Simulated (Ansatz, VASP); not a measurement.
One calculation of TaWC2, two programs

The input INCAR:

```
SYSTEM = TaWC2
PREC = Accurate
ENCUT = 520
EDIFF = 1E-7
ISMEAR = -1
SIGMA = 0.05
LREAL = .False.
LASPH = .True.
NELM = 80
ALGO = Normal
ISIF = 2
LWAVE = .False.
LCHARG = .False.
GGA = PS
NBANDS = 24
```

File KPOINTS:

```
Automatic mesh
0
Gamma
  10 10 10
  0 0 0
```

Contents of POSCAR:

```
TaWC2
1.0
    1.5397674660      0.8889851610      4.9974757625
   -1.5397674660      0.8889851610      4.9974757625
    0.0000000000     -1.7779703220      4.9974757625
W Ta C
1 1 2
Direct
    0.0000000000      0.0000000000      0.0000000000
    0.5000000000      0.5000000000      0.5000000000
    0.2509330000      0.2509330000      0.2509330000
    0.7490670000      0.7490670000      0.7490670000
```

Contents of input.yaml:

```yaml
crystal:
  lattice:
    - [1.539767466, 0.888985161, 4.9974757625]
    - [-1.539767466, 0.888985161, 4.9974757625]
    - [0.0, -1.777970322, 4.9974757625]
  atoms:
    - { symbol: W, position: [0.0, 0.0, 0.0] }
    - { symbol: Ta, position: [0.5, 0.5, 0.5] }
    - { symbol: C, position: [0.250933, 0.250933, 0.250933] }
    - { symbol: C, position: [0.749067, 0.749067, 0.749067] }
hamiltonian:
  xc: pbesol
  pseudopotentials: { kind: paw }
kpoints:
  mp_grid: { grid: [10, 10, 10] }
scf:
  occupations: { method: fermi_dirac, width: 0.05 }
output:
  forces: true
  stress: true
  eigenvalues: true
```

Change from the starting cell: volume scaled by 0.94.

Alike in both runs: task single point; functional PBEsol; k mesh 10 × 10 × 10; occupations fermi-dirac, width 0.05 eV; no spin polarisation.

|  | VASP | Ansatz |
| --- | --- | --- |
| version | VASP 6.6.1 | Ansatz 0.2.0 |
| potentials or method | VASP PAW PBE potentials, release 64 (W_sv, Ta_pv, C) | Ansatz PAW |
| plane-wave cutoff (eV) | 520 | 420 |
| valence electrons in the cell | 33 | 35 |

Ansatz gave:

| Property | Result |
| --- | --- |
| gap on the k mesh at the Fermi level (eV) | none |
| pressure (GPa) | 11.9 |
| largest component of the traceless stress (GPa) | 0.05 |
| rms of the force components (eV/Å) | 0.038 |

Question: Estimate VASP's values.

Answer: gap on the k mesh at the Fermi level (eV): none; pressure (GPa): 13.0; largest component of the traceless stress (GPa): 0.08; rms of the force components (eV/Å): 0.043.

Atom by atom the forces differ by 0.005 eV/Å (rms over components). A gap of «none» marks a metal or a gap that the smearing closes. The two sets of potentials don't hold the same shells in valence.

Caveats: the PAW data sets were made with another functional, which shifts forces and pressure a little (VASP); the pressure holds a Pulay correction of +0.3 GPa for the finite cutoff (Ansatz); the PAW data sets come from PBE, with cores solved anew for the run's functional, which leaves a small shift of forces and pressure (Ansatz). The runs have no spin-orbit coupling, so splittings on Ta, W are missing.
